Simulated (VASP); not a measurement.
Energy against volume of Li2Se (antifluorite). All values below come from AM05 GGA, VASP's PBE PAW potentials (set 64) (plane waves; VASP). Numerical set-up: 520 eV cut-off, 7×7×7 Γ-centred mesh, Gaussian smearing of 0.050 eV, potentials Li_sv Se.

```
V (Å³/atom)  E (eV/atom)
-----------  -----------
16.820          -3.69118
17.357          -3.69653
17.893          -3.69805
18.430          -3.69625
```

**Question.** Fit these four points and predict the energy of the run at 18.967 Å³/atom.

**Answer.** A cubic in V^(−2/3), the third-order Birch-Murnaghan form, passes through the four points with V0 = 17.86 Å³/atom and B0 = 33 GPa, and gives -3.6916 eV/atom there. The run gave -3.6916 eV/atom, -0.0 meV/atom from the fit; all five points give B0 = 33 GPa.

The compound is Li2Se in the antifluorite structure. It was relaxed first.
